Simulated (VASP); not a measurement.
```yaml
crystal:
  lattice:
    - [0.00000, 2.23351, 2.23351]
    - [2.23351, 0.00000, 2.23351]
    - [8.93299, 8.93299, 0.00106]
  atoms:
    - { symbol: Ga, position: [0.00342, 0.00342, 0.99744] }
    - { symbol: Ga, position: [0.99976, 0.99976, 0.25018] }
    - { symbol: Ga, position: [0.99693, 0.99693, 0.50230] }
    - { symbol: N, position: [0.25124, 0.25124, 0.06157] }
    - { symbol: N, position: [0.24832, 0.24832, 0.31376] }
    - { symbol: N, position: [0.24401, 0.24401, 0.56699] }
    - { symbol: N, position: [0.25658, 0.25658, 0.80756] }
    - { symbol: Al, position: [0.99974, 0.99974, 0.75020] }
```

Computed with PBEsol GGA, VASP's PBE PAW potentials (set 64) (plane waves; VASP). Numerical set-up: 520 eV cut-off, 10×10×3 Γ-centred mesh, tetrahedra with Blöchl corrections, potentials Ga_d N Al.

The cores are frozen, which limits the accuracy of field gradients.

Task: Give the principal components of the electric field gradient (V/Å²) and the asymmetry η at each nucleus.

Result: 
```
atom   Vxx   Vyy    Vzz     η
----  ----  ----  -----  ----
Ga1   -2.3  -2.3    4.6  0.00
Ga2   -1.6  -1.6    3.2  0.00
Ga3    0.0   0.0   -0.1     -
N4    -0.7  -0.7    1.5  0.00
N5    -1.0  -1.0    2.0  0.00
N6     9.5   9.5  -18.9  0.00
N7    -8.7  -8.7   17.4  0.00
Al8    0.8   0.8   -1.6  0.00
```

The structure was generated: AlGa3N4 was put into an ordered model structure (R3m), which need not be its known phase. It was relaxed first.
